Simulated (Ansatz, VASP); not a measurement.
# Al22Ga16O57 (partly crystallised 42Ga2O3-58Al2O3 (mol %)): VASP beside Ansatz

Aim: how closely do two programs agree when they are given the same cell, functional and k mesh? Of the first pair: The structure shown is the start of the Ansatz relaxation below; VASP solves that cell, so the two are compared at the walk's first step.

Method: plane waves, with VASP 6.6.1 beside it; single point at RPBE, in Ansatz 0.2.0.

**1. The structure**

The cell holds 95 atoms: 16 Ga, 22 Al and 57 O. Cell: a = 9.820 Å, b = 9.820 Å, c = 9.820 Å, α = 90.0°, β = 90.0°, γ = 90.0°. As first built, before any earlier steps moved the atoms (in the runner's words): 95 atoms (16 Fe, 22 Al, 57 O) placed at random at 3.62 g/cm^3, melted at 5000 K for 10 ps at fixed volume with the Morse and Coulomb pair potential with partial charges (Pedone, Malavasi, Menziani, Cormack and Segre, J. Phys. Chem. B 110, 11780 (2006)). Quenched from 5000 K to 300 K at 100 K/ps and fixed volume, held 10 ps at zero pressure, then minimised at fixed cell. Then Fe was replaced by Ga and the cell scaled by 1.006 (the potential has no terms for the new elements, so the cell is a start for a DFT relaxation). The cell carries charge −1.

**2. Ansatz: relaxation, RPBE**

Ansatz runs on its default PAW (the set named soft_2) files.

The two programs are compared at the cell with which this relaxation starts, whose forces are those of its first step.

Input file input.yaml:

```yaml
crystal:
  lattice:
    - [9.81985, 0.0, 0.0]
    - [0.0, 9.81985, 0.0]
    - [0.0, 0.0, 9.81985]
  atoms:
    - { symbol: Ga, position: [0.4408, 0.92131, 0.69089] }
    - { symbol: Ga, position: [0.22126, 0.69651, 0.74012] }
    - { symbol: Ga, position: [0.71306, 0.04273, 0.88124] }
    - { symbol: Ga, position: [0.19242, 0.8128, 0.02384] }
    - { symbol: Ga, position: [0.03037, 0.45794, 0.30838] }
    - { symbol: Ga, position: [0.57884, 0.98806, 0.40916] }
    - { symbol: Ga, position: [0.96576, 0.06226, 0.11812] }
    - { symbol: Ga, position: [0.27798, 0.03579, 0.22404] }
    - { symbol: Ga, position: [0.56378, 0.47498, 0.36825] }
    - { symbol: Ga, position: [0.72676, 0.58811, 0.84291] }
    - { symbol: Ga, position: [0.7589, 0.47596, 0.11163] }
    - { symbol: Ga, position: [0.77681, 0.70183, 0.37453] }
    - { symbol: Ga, position: [0.01286, 0.52207, 0.9668] }
    - { symbol: Ga, position: [0.03105, 0.23421, 0.55141] }
    - { symbol: Ga, position: [0.93316, 0.28254, 0.81638] }
    - { symbol: Ga, position: [0.93946, 0.80574, 0.84386] }
    - { symbol: Al, position: [0.13793, 0.02258, 0.80269] }
    - { symbol: Al, position: [0.7309, 0.80544, 0.63335] }
    - { symbol: Al, position: [0.62573, 0.33035, 0.86788] }
    - { symbol: Al, position: [0.68009, 0.27087, 0.60071] }
    - { symbol: Al, position: [0.15489, 0.25967, 0.99341] }
    - { symbol: Al, position: [0.40169, 0.46819, 0.92964] }
    - { symbol: Al, position: [0.06206, 0.77731, 0.27643] }
    - { symbol: Al, position: [0.88802, 0.01181, 0.44073] }
    - { symbol: Al, position: [0.34591, 0.74378, 0.42567] }
    - { symbol: Al, position: [0.95817, 0.55028, 0.59721] }
    - { symbol: Al, position: [0.15245, 0.92348, 0.54225] }
    - { symbol: Al, position: [0.57572, 0.22738, 0.17036] }
    - { symbol: Al, position: [0.4304, 0.13867, 0.94008] }
    - { symbol: Al, position: [0.27934, 0.45848, 0.61025] }
[... 59 atom lines left out ...]
    - { symbol: O, position: [0.80495, 0.97659, 0.03563] }
    - { symbol: O, position: [0.83026, 0.69803, 0.97475] }
    - { symbol: O, position: [0.79914, 0.91272, 0.76768] }
    - { symbol: O, position: [0.96859, 0.30148, 0.38111] }
    - { symbol: O, position: [0.0249, 0.13728, 0.7219] }
    - { symbol: O, position: [0.65105, 0.85237, 0.2895] }
total_charge: -1
kpoints:
  mp_grid: { grid: [1, 1, 1] }
hamiltonian:
  xc: rpbe
scf:
  occupations: { method: fermi_dirac, width: 0.01 }
  lower_state_search: "off"
output:
  forces: true
magnetization:
  spin_polarized: true
  initial_magnetization: 1
relax:
  f_tol: 0.05
  max_steps: 90
```

Command:

```
> ansatz run input.yaml --threads 4 --pin off --max-ram 8192MiB --backend cpu --events-out ev --progress --plain --runs-dir out
```

Numbers of over 12 decimals in the logs are rounded to 6 here.

The program printed:

```text
Engine: ansatz 0.2.0, aarch64-unknown-linux-gnu
Pseudopotentials: kind: paw
Pseudopotential: Ga, paw, valence charge 13, recommended cutoff 420 eV (normal), Ga.paw.azcp
Pseudopotential: Al, paw, valence charge 3, recommended cutoff 420 eV (normal), Al.paw.azcp
Pseudopotential: O, paw, valence charge 6, recommended cutoff 420 eV (normal), O.paw.azcp
Functional definition: RPBE
  parameter kappa = 0.804
  parameter beta = 0.066725
  exchange = rpbe_x(kappa = kappa, mu = beta*pi^2/3)
  correlation = pbe_c(beta = beta)
Crystal: 95 atoms, lattice volume = 946.923 Å³
Basis set: ecut = 420 eV, 18613 PW (Γ), exchange–correlation on 144×144×144 points (8 copies of the dense FFT grid, shifted against one another)
Bands: 404, of which v1, the nominal top of the filled ones, is band 309 counted from 1 (308 counted from 0)
Symmetry: 1 space group operations
Space group: P1 (ITA 1), of the structure as read, at distance tolerance 9.8e-5 Å
Magnetic group: BNS 1.1 (UNI 1), of the structure as read, at distance tolerance 9.8e-5 Å
k-points: 1
Non-local potential: Ga, projectors of the file, l = 0: 2, l = 1: 2, l = 2: 3, l = 3: 1
Non-local potential: Al, projectors of the file, l = 0: 2, l = 1: 2, l = 2: 1
Non-local potential: O, projectors of the file, l = 0: 2, l = 1: 2, l = 2: 1
PAW form: soft (Blöchl's): semilocal exchange-correlation on the pseudo side does not see the compensation charge
PAW frozen core: Ga, regenerated for the run's functional, and the local potential with it (the file was generated under x = pbe(κ = 0.804, μ = 0.219515), c = pbe(β = 0.066725))
PAW frozen core: Al, regenerated for the run's functional, and the local potential with it (the file was generated under x = pbe(κ = 0.804, μ = 0.219515), c = pbe(β = 0.066725))
PAW frozen core: O, regenerated for the run's functional, and the local potential with it (the file was generated under x = pbe(κ = 0.804, μ = 0.219515), c = pbe(β = 0.066725))
PAW one-centre angular grid: Ga, 590 points (default); XC on 64 Gauss nodes
PAW one-centre angular grid: Al, 110 points (default); XC on 64 Gauss nodes
PAW one-centre angular grid: O, 110 points (default); XC on 64 Gauss nodes
Initial density: superposition of atomic densities (chi_scale 0.1, normalization cell, long waves kept (reshape's long-wave potential 0.83 eV rms))
Starting moments: Σ|m| = 1 μB on 95 of 95 sites
Initial wavefunctions: pseudopotential atomic-orbital guess
Functional: x = rpbe, c = pbe(β = 0.066725)
SCF iter   1: F=—  HF=-105050.200428 eV  |F-HF|=—  |Δ(HF+E_count)|=         —  Δρ=6.12e-2 (↑5.96e-2 ↓6.12e-2)  dr2=1.11e2  dr2_m=2.07e-2  M=1.000 μB ∫|m|=1.052 μB  β_m=1.00  ethr=3.10e-3  ⟨swp⟩=6.0  Hψ=3190  notcnv=0  defer=28
preconditioner: auto → Resta (q_TF=auto, 2.540 Å⁻¹)  ε∞=3.6  [insulator: Δε(μ)=1.627 eV  Ē_g=18.733 eV  σ=0.010 eV  W_gap=1.00  n_scr=250 (ndim 8)  ℏωp=30.0 eV  f_vac=0.000  D(μ)=0.00/eV (n_scr^D=0)  ε∞_Penn≈3.6]
spin=Collinear: Resta preconditioning applied to the charge; magnetization (m = ρ↑ − ρ↓) channel mixes plain (no charge-response kernel on spin).
SCF iter   2: F=—  HF=-105027.210791 eV  |F-HF|=—  |Δ(HF+E_count)|=         —  Δρ=3.56e-2 (↑3.54e-2 ↓3.56e-2)  dr2=3.84e1  dr2_m=9.82e-4  M=0.889 μB ∫|m|=0.992 μB  β_m=0.30  ethr=3.10e-3  ⟨swp⟩=2.0  Hψ=1510  notcnv=0  defer=180
Mixer restart at iter 2: flushing history
SCF iter   3: F=—  HF=-105020.364067 eV  |F-HF|=—  |Δ(HF+E_count)|=    6.85e0  Δρ=2.41e-2 (↑2.40e-2 ↓2.41e-2)  dr2=1.70e1  dr2_m=1.46e-3  M=0.870 μB ∫|m|=0.975 μB  β_m=0.30  ethr=3.10e-3  ⟨swp⟩=4.0  Hψ=1251  notcnv=0  defer=180
SCF iter   4: F=—  HF=-105015.936917 eV  |F-HF|=—  |Δ(HF+E_count)|=    4.43e0  Δρ=9.11e-3 (↑9.11e-3 ↓9.05e-3)  dr2=1.71e0  dr2_m=2.48e-3  M=0.835 μB ∫|m|=0.941 μB  β_m=0.30  ethr=2.75e-3  ⟨swp⟩=4.0  Hψ=1266  notcnv=0  defer=180
SCF iter   5: F=—  HF=-105015.887477 eV  |F-HF|=—  |Δ(HF+E_count)|=   4.94e-2  Δρ=2.59e-3 (↑2.52e-3 ↓2.59e-3)  dr2=1.26e-1  dr2_m=1.64e-3  M=0.833 μB ∫|m|=0.940 μB  β_m=0.30  ethr=2.78e-4  ⟨swp⟩=3.0  Hψ=1446  notcnv=0  defer=180
SCF iter   6: F=—  HF=-105015.964690 eV  |F-HF|=—  |Δ(HF+E_count)|=   7.72e-2  Δρ=1.94e-3 (↑1.87e-3 ↓1.94e-3)  dr2=6.98e-2  dr2_m=8.38e-4  M=0.843 μB ∫|m|=0.952 μB  β_m=0.30  ethr=2.04e-5  ⟨swp⟩=2.5  Hψ=644  notcnv=0  defer=180
SCF iter   7: F=—  HF=-105016.031381 eV  |F-HF|=—  |Δ(HF+E_count)|=   6.67e-2  Δρ=4.15e-4 (↑3.84e-4 ↓4.15e-4)  dr2=4.31e-3  dr2_m=3.68e-4  M=0.850 μB ∫|m|=0.962 μB  β_m=0.30  ethr=1.13e-5  ⟨swp⟩=4.0  Hψ=1268  notcnv=0  defer=180
SCF iter   8: F=—  HF=-105016.036021 eV  |F-HF|=—  |Δ(HF+E_count)|=   4.64e-3  Δρ=2.45e-4 (↑2.38e-4 ↓2.45e-4)  dr2=1.20e-3  dr2_m=2.13e-4  M=0.857 μB ∫|m|=0.971 μB  β_m=0.30  ethr=6.99e-7  ⟨swp⟩=2.0  Hψ=1324  notcnv=0  defer=180
Mixer restart at iter 8: flushing history
[...]
atom  81  O     -0.02073128    -0.00121331     0.00598721
  atom  82  O     -0.00191678     0.00542597    -0.00957857
  atom  83  O     -0.00365954    -0.00030948    -0.00273277
  atom  84  O     -0.00797164    -0.01336160    -0.02128317
  atom  85  O      0.00133490    -0.00268652     0.00579275
  atom  86  O      0.00815866     0.00290232     0.00315714
  atom  87  O      0.00600015    -0.00889113    -0.00365777
  atom  88  O     -0.00754259    -0.00687466     0.00360998
  atom  89  O      0.00686963     0.00455827     0.00244940
  atom  90  O      0.00631573     0.00719725    -0.00161256
  atom  91  O     -0.00632059    -0.00549134    -0.00080139
  atom  92  O      0.00145330    -0.00924027     0.00687962
  atom  93  O      0.00555014     0.01349016     0.00337137
  atom  94  O     -0.01277130     0.00553286     0.00700874
  atom  95  O     -0.00756577     0.00741543    -0.00889803
  max |Σ_I F_I| component: 3.32e-5 eV/Å
--- Relaxed structure (3 steps of the walk, 3 accepted, 0 SCFs on fresh bases) ---
  F+E_penalty+E_count = -105016.05922411 eV   max|allowed force component| = 3.452e-2 eV/Å
  atoms:
    - { symbol: Ga, position: [0.440974, 0.921473, 0.691093] }
    - { symbol: Ga, position: [0.220938, 0.696530, 0.739778] }
    - { symbol: Ga, position: [0.712620, 0.042427, 0.881288] }
    - { symbol: Ga, position: [0.192145, 0.812770, 0.023916] }
    - { symbol: Ga, position: [0.031555, 0.458426, 0.308462] }
    - { symbol: Ga, position: [0.579175, 0.988772, 0.409396] }
    - { symbol: Ga, position: [0.965465, 0.061556, 0.117898] }
    - { symbol: Ga, position: [0.278173, 0.035330, 0.224518] }
    - { symbol: Ga, position: [0.563890, 0.475302, 0.368428] }
    - { symbol: Ga, position: [0.726486, 0.588288, 0.843251] }
    - { symbol: Ga, position: [0.759002, 0.476875, 0.111349] }
    - { symbol: Ga, position: [0.776638, 0.701781, 0.374761] }
    - { symbol: Ga, position: [0.013194, 0.521360, 0.966211] }
    - { symbol: Ga, position: [0.030964, 0.234386, 0.551137] }
    - { symbol: Ga, position: [0.932881, 0.282080, 0.816364] }
    - { symbol: Ga, position: [0.939567, 0.805602, 0.843830] }
    - { symbol: Al, position: [0.138324, 0.022418, 0.802559] }
    - { symbol: Al, position: [0.730709, 0.805634, 0.633495] }
    - { symbol: Al, position: [0.625398, 0.330294, 0.867368] }
    - { symbol: Al, position: [0.680311, 0.271197, 0.600483] }
    - { symbol: Al, position: [0.154468, 0.259738, 0.993942] }
    - { symbol: Al, position: [0.401369, 0.467746, 0.929280] }
    - { symbol: Al, position: [0.061996, 0.776669, 0.277026] }
    - { symbol: Al, position: [0.887962, 0.011674, 0.440743] }
    - { symbol: Al, position: [0.346076, 0.743220, 0.425812] }
    - { symbol: Al, position: [0.957708, 0.550042, 0.597043] }
    - { symbol: Al, position: [0.152703, 0.923729, 0.541820] }
    - { symbol: Al, position: [0.576028, 0.228301, 0.169975] }
    - { symbol: Al, position: [0.430358, 0.138550, 0.940477] }
    - { symbol: Al, position: [0.279086, 0.458182, 0.609964] }
    - { symbol: Al, position: [0.301761, 0.298041, 0.235321] }
    - { symbol: Al, position: [0.522099, 0.591798, 0.646169] }
    - { symbol: Al, position: [0.491069, 0.808885, 0.206108] }
    - { symbol: Al, position: [0.299322, 0.561540, 0.168685] }
    - { symbol: Al, position: [0.763327, 0.818050, 0.109403] }
    - { symbol: Al, position: [0.350592, 0.179873, 0.540810] }
    - { symbol: Al, position: [0.468717, 0.782784, 0.933026] }
    - { symbol: Al, position: [0.789892, 0.239170, 0.346973] }
    - { symbol: O, position: [0.095124, 0.860498, 0.697576] }
    - { symbol: O, position: [0.104573, 0.385876, 0.867870] }
    - { symbol: O, position: [0.926085, 0.379140, 0.642042] }
    - { symbol: O, position: [0.593766, 0.786943, 0.057482] }
    - { symbol: O, position: [0.058264, 0.931449, 0.943741] }
    - { symbol: O, position: [0.377112, 0.632989, 0.0096034] }
    - { symbol: O, position: [0.848166, 0.847864, 0.495020] }
    - { symbol: O, position: [0.219634, 0.295386, 0.586239] }
    - { symbol: O, position: [0.316124, 0.833087, 0.840009] }
    - { symbol: O, position: [0.892330, 0.776473, 0.230047] }
    - { symbol: O, position: [0.441349, 0.303018, 0.857792] }
    - { symbol: O, position: [0.516426, 0.987832, 0.860908] }
    - { symbol: O, position: [0.742524, 0.307729, 0.183831] }
    - { symbol: O, position: [0.279674, 0.403557, 0.059361] }
    - { symbol: O, position: [0.860049, 0.662875, 0.705211] }
    - { symbol: O, position: [0.404281, 0.908132, 0.355926] }
    - { symbol: O, position: [0.427221, 0.502169, 0.510142] }
    - { symbol: O, position: [0.159208, 0.197461, 0.166842] }
    - { symbol: O, position: [0.289313, 0.022775, 0.622238] }
    - { symbol: O, position: [0.138925, 0.572445, 0.614481] }
    - { symbol: O, position: [0.473065, 0.376227, 0.234402] }
    - { symbol: O, position: [0.109487, 0.937843, 0.200507] }
    - { symbol: O, position: [0.358696, 0.536819, 0.758726] }
    - { symbol: O, position: [0.579280, 0.713680, 0.785149] }
[...]
- { symbol: O, position: [0.250146, 0.124524, 0.902266] }
    - { symbol: O, position: [0.168940, 0.786079, 0.425244] }
    - { symbol: O, position: [0.804009, 0.976591, 0.036282] }
    - { symbol: O, position: [0.830293, 0.698151, 0.974948] }
    - { symbol: O, position: [0.799130, 0.912854, 0.767600] }
    - { symbol: O, position: [0.968884, 0.301496, 0.380420] }
    - { symbol: O, position: [0.024802, 0.136931, 0.721860] }
    - { symbol: O, position: [0.651537, 0.852898, 0.289162] }
```

[end of part 1 of 3]

[Lines on the potential files, build, host, timing and source positions are cut from VASP's logs without a mark.]

[Logs are printed without paths, hosts, clocks, repeated set-up lines and the standing remarks that a program may print on its own settings, such as how far it seeks lower states.]

[Hosts, paths, dates, database ids (printed as entryN), source tags and the programs' standing remarks are cut or masked in the printed files.]
